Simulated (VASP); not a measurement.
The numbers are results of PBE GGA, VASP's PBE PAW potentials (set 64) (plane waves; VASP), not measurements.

Input for VASP

**POSCAR**
```
GdP
1
    4.5821370000     0.0000000000     0.0000000000
    0.0000000000     4.5821370000     0.0000000000
    0.0000000000     0.0000000000     5.7738750000
Gd P
2 2
Direct
  0.5000000000   0.0000000000   0.2368000000
  0.0000000000   0.5000000000   0.7632000000
  0.0000000000   0.0000000000   0.0000000000
  0.5000000000   0.5000000000   0.0000000000
```

### KPOINTS
```
Automatic mesh
0
Gamma
5 5 4
0 0 0
```

### INCAR
```
# general
SYSTEM  = GdP
PREC    = Accurate
ENCUT   = 400
LREAL   = .False.
LASPH   = .True.
NELECT  = 27.98

# electronic loop
EDIFF   = 1E-6
NELM    = 100
ALGO    = Normal
LMAXMIX = 6

# smearing
ISMEAR  = 0
SIGMA   = 0.05

# functional
GGA     = PE

# ions
ISIF    = 2

# output
LWAVE   = .False.
LCHARG  = .False.
```

POTCAR, in this order: Gd_3 P (PBE.64 set). Program: vasp_std.

What VASP printed:

File OUTCAR:
```
 ion  position               nearest neighbor table
   1  0.500  0.000  0.237-   3 2.67   4 2.67   4 2.67   3 2.67
   2  0.000  0.500  0.763-   3 2.67   4 2.67   3 2.67   4 2.67
   3  0.000  0.000  0.000-   1 2.67   2 2.67   2 2.67   1 2.67
   4  0.500  0.500  0.000-   1 2.67   2 2.67   1 2.67   2 2.67
  LATTYP: Found a simple tetragonal cell.
 ALAT       =     4.5821370000
 C/A-ratio  =     1.2600834501
 Subroutine PRICEL returns:
 Original cell was already a primitive cell.
 Subroutine GETGRP returns: Found 16 space group operations
The static configuration has the point symmetry D_2d.
 The point group associated with its full space group is D_4h.
The dynamic configuration has the point symmetry D_2d.
 Subroutine INISYM returns: Found 16 space group operations
 Subroutine IBZKPT returns following result:
 Found     18 irreducible k-points:

 Following reciprocal coordinates:
            Coordinates               Weight
  0.000000  0.000000  0.000000      1.000000
  0.200000  0.000000  0.000000      4.000000
  0.400000  0.000000  0.000000      4.000000
  0.200000  0.200000  0.000000      4.000000
  0.400000  0.200000  0.000000      8.000000
...
```

OSZICAR:
```
       N       E                     dE             d eps       ncg     rms          rms(c)
DAV:   1     0.934589570614E+02    0.93459E+02   -0.10812E+04   648   0.104E+03
DAV:   2    -0.184915695955E+02   -0.11195E+03   -0.10983E+03   834   0.258E+02
DAV:   3    -0.251527250566E+02   -0.66612E+01   -0.64142E+01   844   0.434E+01
DAV:   4    -0.252955290721E+02   -0.14280E+00   -0.14211E+00   878   0.671E+00
DAV:   5    -0.252978093698E+02   -0.22803E-02   -0.22789E-02   846   0.867E-01    0.345E+01
DAV:   6    -0.218561910224E+02    0.34416E+01   -0.13805E+01   756   0.145E+01    0.177E+01
DAV:   7    -0.218062527509E+02    0.49938E-01   -0.12259E+00   830   0.455E+00    0.802E+00
DAV:   8    -0.218606322780E+02   -0.54380E-01   -0.16944E+00   768   0.475E+00    0.196E+00
DAV:   9    -0.217639538902E+02    0.96678E-01   -0.95192E-01   744   0.325E+00    0.960E-01
DAV:  10    -0.217600328846E+02    0.39210E-02   -0.23827E-02   726   0.818E-01    0.833E-01
DAV:  11    -0.217577908998E+02    0.22420E-02   -0.19165E-02   756   0.462E-01    0.140E-01
DAV:  12    -0.217576550470E+02    0.13585E-03   -0.98396E-04   756   0.162E-01    0.674E-02
DAV:  13    -0.217576619896E+02   -0.69426E-05   -0.91843E-05   772   0.470E-02    0.340E-02
DAV:  14    -0.217576619117E+02    0.77860E-07   -0.44755E-06   700   0.127E-02
   1 F= -.21757662E+02 E0= -.21753045E+02  d E =-.923470E-02
```

**OUTCAR**
```
------------------------ aborting loop because EDIFF is reached ----------------------------------------
  FORCE on cell =-STRESS in cart. coord.  units (eV):
  Direction    XX          YY          ZZ          XY          YZ          ZX
  --------------------------------------------------------------------------------------
  Total        5.1752951      5.1752951     -1.6221430      0.0000000      0.0000000      0.0000000
  in kB       68.3978075     68.3978075    -21.4385897      0.0000000      0.0000000      0.0000000
  external PRESSURE =      38.4523418 kB  Pullay stress =       0.0000000 kB
  volume of cell :      121.23
      direct lattice vectors                 reciprocal lattice vectors
     4.582137000  0.000000000  0.000000000     0.218238782  0.000000000  0.000000000
     0.000000000  4.582137000  0.000000000     0.000000000  0.218238782  0.000000000
     0.000000000  0.000000000  5.773875000     0.000000000  0.000000000  0.173193912
 POSITION                                       TOTAL-FORCE (eV/Angst)
 -----------------------------------------------------------------------------------
      2.29107      0.00000      1.36725        -0.000000      0.000000      0.201534
      0.00000      2.29107      4.40662         0.000000      0.000000     -0.201534
      0.00000      0.00000      0.00000        -0.000000      0.000000      0.000000
      2.29107      2.29107      0.00000        -0.000000     -0.000000      0.000000
 -----------------------------------------------------------------------------------
    total drift:                                0.000000      0.000000      0.000000
  FREE ENERGIE OF THE ION-ELECTRON SYSTEM (eV)
  ---------------------------------------------------
  free  energy   TOTEN  =       -21.7576619117 eV

  energy  without entropy=      -21.7484272079  energy(sigma->0) =      -21.75304456
```
(Selected blocks of OUTCAR.)

The 4f electrons are frozen in the core of the lanthanide potential, so 4f levels, which can set the real gap, and their magnetism are missing. The cell is charged, with a uniform compensating background.

The structure was generated: GdP was put into the litharge type (P4/nmm), which need not be its known phase. The cell was not relaxed at this level. The run is one of a series of settings (NELECT = 27.98 against the base run), some of them coarse on purpose.
